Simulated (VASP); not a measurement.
# Al2GaP3 (Imm2) in VASP: single point with r2SCAN

Aim: the single point of Al2GaP3 with r2SCAN.

Program: VASP 6.6.1. These are calculated values, not measurements. Logs are shortened: lines on timing, memory, paths and dates and some standing lists are left out, and cuts for length are marked.

### 1 The crystal as given

It takes space group Imm2 (No. 44, orthorhombic). Conventional cell: a = 3.895 Å, b = 11.682 Å, c = 5.504 Å, α = 90.00°, β = 90.00°, γ = 90.00°. Al (site symmetry m) has 4 P at 2.38 Å as nearest neighbours. Ga (site symmetry mm2) is surrounded by 4 P at 2.39 Å. P (site symmetry mm2) has 2 Al at 2.38 Å and 2 Ga at 2.39 Å as nearest neighbours. P (site symmetry m) has 3 Al at 2.38 Å and 1 Ga at 2.39 Å as nearest neighbours.

The cell was built by a generator and needn't be a form met in nature.

### 2 Single point, r2SCAN

The input, INCAR:

```
PREC     = Accurate       # precision mode
ENCUT    = 520            # plane-wave cutoff, eV
EDIFF    = 1E-6           # SCF threshold, eV
ISMEAR   = 0              # smearing method
SIGMA    = 0.03           # smearing width, eV
LREAL    = F              # projectors in reciprocal space
LASPH    = T              # aspherical terms in the spheres
NELM     = 150            # most SCF steps
ALGO     = Normal         # electronic algorithm
ISIF     = 2              # what is computed and relaxed
LWAVE    = F              # write WAVECAR
LCHARG   = F              # write CHGCAR
METAGGA  = R2SCAN         # meta-GGA
LMIXTAU  = T            
NBANDS   = 26             # bands
KPAR     = 4
```

The input, KPOINTS:

```
Automatic mesh
0
Gamma
  8 8 8
```

The input, POSCAR:

```
Al2GaP3
1.0
   -1.9475000000      5.8408400000      2.7519300000
    1.9475000000     -5.8408400000      2.7519300000
    1.9475000000      5.8408400000     -2.7519300000
Al Ga P
2 1 3
Direct
    0.6666840000      0.0000050000      0.6666780000
    0.3333270000      0.0000050000      0.3333220000
    0.0000200000      0.0000200000      0.0000000000
    0.7490000000      0.2490000000      0.5000000000
    0.0837280000      0.2507110000      0.8330160000
    0.4176950000      0.2507110000      0.1669840000
```

Potentials or basis: VASP PAW PBE potentials, release 64 (Al, Ga_d, P).

On the command line:

```
> cat potpaw_PBE.64/Al/POTCAR potpaw_PBE.64/Ga_d/POTCAR potpaw_PBE.64/P/POTCAR > POTCAR
> mpirun -np 4 vasp_std > vasp.out
```

OUTCAR:

```text
PREC = Accurate
   ENCUT = 520
   EDIFF = 1E-6
   ISMEAR = 0
   LREAL = F
   LASPH = T
   NELM = 150
   ISIF = 2
   METAGGA = R2SCAN

 ion  position               nearest neighbor table
   1  0.667  0.000  0.667-   4 2.38   6 2.38   6 2.38   5 2.38
   2  0.333  0.000  0.333-   4 2.38   5 2.38   5 2.38   6 2.38
   3  0.000  0.000  0.000-   4 2.39   4 2.39   5 2.39   6 2.39
   4  0.749  0.249  0.500-   2 2.38   1 2.38   3 2.39   3 2.39
   5  0.084  0.251  0.833-   2 2.38   2 2.38   1 2.38   3 2.39
   6  0.418  0.251  0.167-   1 2.38   1 2.38   2 2.38   3 2.39

  LATTYP: Found a body centered orthorhombic cell.
 ALAT       =     3.8950000000
 B/A-ratio  =     1.4130577664
 C/A-ratio  =     2.9991476252

  Lattice vectors:

 A1 = (   1.9475000000,  -5.8408400000,  -2.7519300000)
 A2 = (  -1.9475000000,  -5.8408400000,   2.7519300000)
 A3 = (  -1.9475000000,   5.8408400000,  -2.7519300000)

Analysis of symmetry for initial positions (statically):
=====================================================================
 Subroutine PRICEL returns:
 Original cell was already a primitive cell.

 Routine SETGRP: Setting up the symmetry group for a
 body centered orthorhombic supercell.

 Subroutine GETGRP returns: Found  4 space group operations
 (whereof  4 operations were pure point group operations)
 out of a pool of  8 trial point group operations.

The static configuration has the point symmetry C_2v.

Analysis of symmetry for dynamics (positions and initial velocities):
=====================================================================
 Subroutine PRICEL returns:
 Original cell was already a primitive cell.

 Routine SETGRP: Setting up the symmetry group for a
 body centered orthorhombic supercell.

 Subroutine GETGRP returns: Found  4 space group operations
 (whereof  4 operations were pure point group operations)
 out of a pool of  8 trial point group operations.

The dynamic configuration has the point symmetry C_2v.

 Subroutine INISYM returns: Found  4 space group operations
 (whereof  4 operations are pure point group operations),
 and found     1 'primitive' translations

----------------------------------------------------------------------------------------

                                     Primitive cell

  volume of cell :     125.2132

  direct lattice vectors                    reciprocal lattice vectors
    -1.947500000  5.840840000  2.751930000     0.000000000  0.085604125  0.181690668
     1.947500000 -5.840840000  2.751930000     0.256739409  0.000000000  0.181690668
     1.947500000  5.840840000 -2.751930000     0.256739409  0.085604125  0.000000000

  length of vectors
     6.743981530  6.743981530  6.743981530     0.200847119  0.314526029  0.270634792

  position of ions in fractional coordinates (direct lattice)
     0.666684000  0.000005000  0.666678000
     0.333327000  0.000005000  0.333322000
     0.000020000  0.000020000  0.000000000
     0.749000000  0.249000000  0.500000000
     0.083728000  0.250711000  0.833016000
     0.417695000  0.250711000  0.166984000

  ion indices of the primitive-cell ions
   primitive index   ion index
                 1           1
                 2           2
                 3           3
                 4           4
                 5           5
                 6           6

----------------------------------------------------------------------------------------

 KPOINTS: Automatic mesh

Automatic generation of k-mesh.
 Grid dimensions read from file:
 generate k-points for:    8    8    8

 Generating k-lattice:

  Cartesian coordinates                     Fractional coordinates (reciprocal lattice)
     0.000000000  0.010700516  0.022711334     0.125000000  0.000000000  0.000000000
     0.032092426  0.000000000  0.022711334    -0.000000000  0.125000000  0.000000000
     0.032092426  0.010700516  0.000000000    -0.000000000  0.000000000  0.125000000

  Length of vectors
     0.025105890  0.039315754  0.033829349

  Shift w.r.t. Gamma in fractional coordinates (k-lattice)
     0.000000000  0.000000000  0.000000000

 Subroutine IBZKPT returns following result:
 ===========================================

 Found     95 irreducible k-points:

 Following reciprocal coordinates:
            Coordinates               Weight
  0.000000  0.000000  0.000000      1.000000
  0.125000 -0.000000  0.000000      4.000000
  0.250000 -0.000000  0.000000      4.000000
  0.375000  0.000000  0.000000      4.000000
  0.500000 -0.000000  0.000000      2.000000
  0.000000  0.125000  0.000000      4.000000
[... 16 lines left out ...]
  0.125000  0.375000  0.000000      8.000000
  0.250000  0.375000  0.000000      8.000000
 [... further k-points ...]
   k-points           NKPTS =     95   k-points in BZ     NKDIM =     95   number of bands    NBANDS=     26
   number of dos      NEDOS =    301   number of ions     NIONS =      6
   total plane-waves  NPLWV = 125000
   dimension x,y,z NGX =    50 NGY =   50 NGZ =   50
   dimension x,y,z NGXF=   100 NGYF=  100 NGZF=  100
   ions per type =               2   1   3
   NGX,Y,Z   is equivalent  to a cutoff of  12.33, 12.33, 12.33 a.u.
   NGXF,Y,Z  is equivalent  to a cutoff of  24.65, 24.65, 24.65 a.u.
 SYSTEM =  unknown system
   PREC   = accura    normal or accurate (medium, high low for compatibility)
   ISTART =      0    job   : 0-new  1-cont  2-samecut
   ICHARG =      2    charge: 1-file 2-atom 10-const
   ISPIN  =      1    spin polarized calculation?
   LNONCOLLINEAR =      F non collinear calculations
   LSORBIT =      F    spin-orbit coupling
   LASPH  =      T    aspherical Exc in radial PAW
   ENCUT  =  520.0 eV  38.22 Ry    6.18 a.u.  12.54 12.54 12.54*2*pi/ulx,y,z
   NELM   =    150;   NELMIN=  2; NELMDL= -5     # of ELM steps
   EDIFF  = 0.1E-05   stopping-criterion for ELM
   LREAL  =      F    real-space projection
   EDIFFG = 0.1E-04   stopping-criterion for IOM
   NSW    =      0    number of steps for IOM
   IBRION =     -1    ionic relax: 0-MD 1-quasi-New 2-CG
   NFREE  =      0    steps in history (QN), initial steepest desc. (CG)
   ISIF   =      2    stress and relaxation
   ISYM   =      2    0-nonsym 1-usesym 2-fastsym
   POTIM  = 0.5000    time-step for ionic-motion
   TEBEG  =    0.0;   TEEND  =   0.0 temperature during run
   PSTRESS=    0.0 pullay stress
   NELECT =      34.0000    total number of electrons
   NUPDOWN=      -1.0000    fix difference up-down
   EMIN   =  10.00;   EMAX   =-10.00  energy-range for DOS
   EFERMI =   0.00;   METHOD = LEGACY
   ISMEAR =     0;   SIGMA  =   0.03  broadening in eV -4-tet -1-fermi 0-gaus
   EFERMI_NEDOS =   21; number of points for ismear=-14 and -15
   IALGO  =     38    algorithm
   IMIX   =      4    mixing-type and parameters
     AMIX     =   0.40;   BMIX     =  1.00
     AMIX_MAG =   1.60;   BMIX_MAG =  1.00
  volume/ion in A,a.u.               =      20.87       140.83
  Fermi-wavevector in a.u.,A,eV,Ry     =   1.060110  2.003318 15.290690  1.123834
  Thomas-Fermi vector in A             =   2.195480
   LORBIT       =      0    0 simple, 1 ext, 2 COOP (PROOUT), +10 PAW based schemes
   METAGGA = R2SCAN    functional components
   LHFCALC =     F    Hartree Fock is set to
   AEXX    =    0.0000 exact exchange contribution
   IVDW    =     0    specifies the selected vdW correction
   LEPSILON=     F    determine dielectric tensor
   LRPA    =     F    only Hartree local field effects (RPA)
 non-spin polarized calculation
 Gauss-broadening in eV      SIGMA  =   0.03
  energy-cutoff  :      520.00
  volume of cell :      125.21
 maximum number of plane-waves:      3395
   NGX = 25   NGY = 25   NGZ = 25

 number of electron      33.9999993 magnetization

 Free energy of the ion-electron system (eV)
  ---------------------------------------------------
  ext. energy  EPLUGINS =         0.00000000
  ---------------------------------------------------
  free energy    TOTEN  =       -55.85003914 eV

  energy without entropy =      -55.85003914  energy(sigma->0) =      -55.85003914

 E-fermi :   4.3341     XC(G=0):  -9.8213

 val. band max:        4.1635945137   @ k =   0.0000   0.0000   0.0000
 cond. band min:       6.1206548774   @ k =   0.5000   0.5000   0.5000
 fundamental gap:      1.9570603637
 Fermi energy:         4.3340855607

 k-point     1 :       0.0000    0.0000    0.0000
  band No.  band energies     occupation
      1     -10.5182      2.00000
      2     -10.4891      2.00000
      3     -10.4553      2.00000
      4     -10.3946      2.00000
      5     -10.3804      2.00000
      6      -7.9996      2.00000
[... 18 lines left out ...]
     25      10.9825      0.00000
     26      12.0910      0.00000

 k-point     2 :       0.1250   -0.0000    0.0000
  band No.  band energies     occupation
      1     -10.5186      2.00000
      2     -10.4896      2.00000
      3     -10.4554      2.00000
      4     -10.3943      2.00000
      5     -10.3803      2.00000
      6      -7.9246      2.00000
[... 18 lines left out ...]
     25      10.6897      0.00000
     26      11.2689      0.00000

 k-point     3 :       0.2500   -0.0000    0.0000
  band No.  band energies     occupation
      1     -10.5195      2.00000
      2     -10.4909      2.00000
      3     -10.4555      2.00000
      4     -10.3938      2.00000
      5     -10.3803      2.00000
      6      -7.7044      2.00000
[... 18 lines left out ...]
     25       9.9729      0.00000
     26      10.2919      0.00000

 k-point     4 :       0.3750    0.0000    0.0000
  band No.  band energies     occupation
      1     -10.5203      2.00000
      2     -10.4922      2.00000
      3     -10.4557      2.00000
      4     -10.3932      2.00000
      5     -10.3803      2.00000
      6      -7.3563      2.00000
[... 18 lines left out ...]
     25      10.3178      0.00000
     26      10.3713      0.00000
[... 496 lines left out ...]
      1     -10.5186      2.00000
      2     -10.4868      2.00000
      3     -10.4617      2.00000
      4     -10.3926      2.00000
      5     -10.3831      2.00000
      6      -6.5963      2.00000
[... 18 lines left out ...]
     25      11.6984      0.00000
     26      11.7998      0.00000

 k-point    23 :       0.1250    0.3750    0.0000
  band No.  band energies     occupation
      1     -10.5193      2.00000
      2     -10.4872      2.00000
      3     -10.4615      2.00000
      4     -10.3926      2.00000
      5     -10.3829      2.00000
      6      -6.3584      2.00000
[... 18 lines left out ...]
     25      10.5808      0.00000
     26      11.2408      0.00000

 k-point    24 :       0.2500    0.3750    0.0000
  band No.  band energies     occupation
      1     -10.5188      2.00000
      2     -10.4870      2.00000
      3     -10.4613      2.00000
      4     -10.3926      2.00000
      5     -10.3831      2.00000
      6      -6.2508      2.00000
[... 18 lines left out ...]
     25      10.3838      0.00000
     26      10.5921      0.00000

 [... further k-points ...]
[... 5 lines left out ...]
  --------------------------------------------------------------------------------------
  -------------------------------------------------------------------------------------
  Total       -1.4897625     -1.4822732     -1.4751770      0.0000000      0.0000000      0.0000000
  in kB      -19.0623955    -18.9665652    -18.8757655      0.0000000      0.0000000      0.0000000
  external PRESSURE =     -18.9682421 kB  Pullay stress =       0.0000000 kB

 VOLUME and BASIS-vectors are now :
 -----------------------------------------------------------------------------
  energy-cutoff  :      520.00
  volume of cell :      125.21
      direct lattice vectors                 reciprocal lattice vectors
    -1.947500000  5.840840000  2.751930000     0.000000000  0.085604125  0.181690668
     1.947500000 -5.840840000  2.751930000     0.256739409  0.000000000  0.181690668
     1.947500000  5.840840000 -2.751930000     0.256739409  0.085604125  0.000000000

 POSITION                                       TOTAL-FORCE (eV/Angst)
 -----------------------------------------------------------------------------------
     -0.00000      7.78792      0.00003        -0.000000      0.002763     -0.003657
      0.00000      3.89376      0.00003         0.000000     -0.002763     -0.003657
      0.00000      0.00000      0.00011        -0.000000      0.000000     -0.001970
      0.00000      5.84084      1.37046         0.000000     -0.000000      0.054161
      1.94750      3.89019     -1.37205        -0.000000      0.039648     -0.022438
     -0.00000      1.95065      1.37988        -0.000000     -0.039648     -0.022438
 -----------------------------------------------------------------------------------
    total drift:                                0.000441     -0.000854     -0.008573

  FREE ENERGIE OF THE ION-ELECTRON SYSTEM (eV)
  ---------------------------------------------------
  free  energy   TOTEN  =       -55.8500391406 eV

  energy  without entropy=      -55.8500391406  energy(sigma->0) =      -55.85003914
```

Wall time 13 min (4 MPI ranks of AMD EPYC 9R45 (Zen 5), shared host); peak memory 0.57 GiB.

Results:

| Property | Result |
| --- | --- |
| Free energy | -55.8500 eV |
| Pressure | -1.9 GPa |
| Largest force | 0.054 eV/Å |
| Band gap on the k mesh | 1.96 eV, indirect (least direct gap 2.26 eV) |

Forces in eV/Å, atoms in the order of the input:
```
Al   0.000  0.003 -0.004
Al   0.000 -0.003 -0.004
Ga   0.000  0.000 -0.002
P    0.000  0.000  0.054
P    0.000  0.040 -0.022
P    0.000 -0.040 -0.022
```

Levels at points of the mesh, in eV from the valence-band top:
```csv
k point,band 15,band 16,band 17,band 18,band 19,band 20
"(0.00, 0.00, 0.00)",-0.01,0.00,0.00,2.86,3.06,3.50
"(0.50, 0.00, 0.00)",-1.24,-0.88,-0.87,2.60,3.58,3.68
"(0.00, 0.50, 0.00)",-2.12,-0.89,-0.88,2.71,4.44,4.47
"(0.50, 0.50, 0.00)",-2.31,-1.75,-1.71,1.96,2.49,4.11
"(0.50, 0.50, 0.50)",-1.72,-0.46,-0.30,1.96,2.50,4.18
```

Caveat: the PAW data sets were made with another functional, which shifts forces and pressure a little. r2SCAN opens gaps a little over a GGA but as a rule still falls short of measured ones.
